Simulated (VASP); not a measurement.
Input:

```yaml
crystal:
  lattice:
    - [0.00000, 2.81387, 2.81387]
    - [2.81387, 0.00000, 2.81387]
    - [2.81387, 2.81387, 0.00000]
  atoms:
    - { symbol: Fe, position: [0.75000, 0.75000, 0.75000] }
    - { symbol: Fe, position: [0.25000, 0.25000, 0.25000] }
    - { symbol: Fe, position: [0.50000, 0.50000, 0.50000] }
    - { symbol: Si, position: [0.00000, 0.00000, 0.00000] }
```

The numbers are results of r2SCAN meta-GGA, VASP's PBE PAW potentials (set 64) (plane waves; VASP 6.6.1), not measurements. Numerical set-up: 400 eV cut-off, 11×11×11 Γ-centred mesh, tetrahedra with Blöchl corrections, potentials Fe Si.

The run has a spin-polarised start.

Question: Give the spin-up energies of bands 7 to 20 at the high-symmetry points, in eV from the Fermi level.

Answer: 
```tsv
band	Γ	X	U	L	W
7	-3.65	-3.63	-3.57	-3.90	-3.67
8	-3.65	-3.47	-3.40	-3.31	-3.67
9	-3.65	-3.47	-3.25	-3.31	-3.03
10	-1.98	-3.39	-2.61	-2.64	-3.03
11	-1.98	-2.29	-2.55	-2.64	-2.61
12	-1.56	-1.92	-2.39	-2.37	-2.16
13	-1.56	-1.92	-2.27	-1.98	-2.09
14	-1.56	-1.74	-2.22	-1.98	-1.98
15	-1.31	-1.66	-1.44	-1.49	-1.55
16	-1.31	-1.35	-1.12	-1.49	-1.55
17	3.94	-1.15	-1.03	-1.04	-0.78
18	3.94	-1.15	-0.61	3.27	-0.75
19	3.94	-0.70	-0.21	3.27	-0.75
20	4.04	3.67	3.99	4.00	6.36
```

Question: Give the spin-down energies of bands 7 to 20 at the high-symmetry points, in eV from the Fermi level.

Answer: 
| band | Γ | X | U | L | W |
|---|---|---|---|---|---|
| 7 | -1.64 | -1.54 | -1.70 | -1.74 | -1.67 |
| 8 | -1.64 | -1.54 | -1.28 | -1.49 | -1.35 |
| 9 | -1.64 | -1.00 | -0.74 | -1.49 | -0.64 |
| 10 | 0.93 | -0.17 | -0.66 | -0.61 | -0.64 |
| 11 | 0.93 | -0.17 | -0.41 | -0.17 | -0.61 |
| 12 | 0.93 | 0.73 | 0.21 | -0.17 | 0.31 |
| 13 | 2.23 | 0.99 | 1.40 | 1.62 | 1.33 |
| 14 | 2.23 | 1.50 | 1.54 | 1.62 | 1.33 |
| 15 | 2.46 | 1.65 | 1.76 | 1.71 | 1.86 |
| 16 | 2.46 | 1.65 | 1.91 | 2.24 | 1.88 |
| 17 | 4.28 | 2.18 | 2.19 | 2.24 | 2.17 |
| 18 | 4.91 | 2.24 | 2.46 | 4.88 | 2.43 |
| 19 | 4.91 | 2.50 | 2.51 | 5.18 | 2.43 |
| 20 | 4.91 | 5.39 | 5.60 | 5.18 | 7.07 |

It has no gap at this level: it comes out as a metal or semimetal.

The structure comes from a computed database's Fe3Si entry (Fm-3m); how it stands against other phases isn't given here. The cell was not relaxed at this level.
